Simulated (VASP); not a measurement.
The system is Sc.

```xyz
2
Lattice="3.3090 0.0000 0.0000 -1.6545 2.8657 0.0000 0.0000 0.0000 5.2733" Properties=species:S:1:pos:R:3 pbc="T T T"
Sc    0.0000    1.9105    1.3183
Sc    1.6545    0.9552    3.9550
```

* Program: VASP 6.6.1
* Task: relaxation of cell and atoms
* Functional: PBE
* Potentials or basis: VASP PAW PBE potentials, release 64 (Sc_sv)
* Cutoff: 300 eV
* k mesh: 8 × 8 × 4
* Occupations: methfessel-paxton, width 0.1 eV
* Spin: no spin polarisation

At the start: pressure -1.3 GPa; volume 25.00 Å³/atom.

Problem. How do energy, volume and symmetry change on relaxing?

Solution. Over 7 steps the energy falls by 5.1 meV/atom and the volume is 24.39 Å³/atom (-2.5 %); space group P6_3/mmc (No. 194, to 0.05 Å).

Step by step:
| step | energy change (eV) | largest force (eV/Å) | pressure (GPa) | volume (Å³) |
| --- | --- | --- | --- | --- |
| 1 | 0.0000 | 0.0000 | -1.29 | 50.00 |
| 2 | -0.0089 | 0.0000 | 0.31 | 48.56 |
| 3 | -0.0089 | 0.0000 | 0.29 | 48.58 |
| 4 | -0.0100 | 0.0000 | 0.05 | 48.76 |
| 5 | -0.0101 | 0.0000 | -0.07 | 48.86 |
| 6 | -0.0101 | 0.0000 | -0.09 | 48.86 |
| 7 | -0.0101 | 0.0000 | 0.00 | 48.78 |

Final structure:
```
CELL_PARAMETERS angstrom
3.31242 0.00000 0.00000
-1.65621 2.86864 0.00000
0.00000 0.00000 5.13306
ATOMIC_POSITIONS crystal
Sc 0.33333 0.66667 0.25000
Sc 0.66667 0.33333 0.75000
```
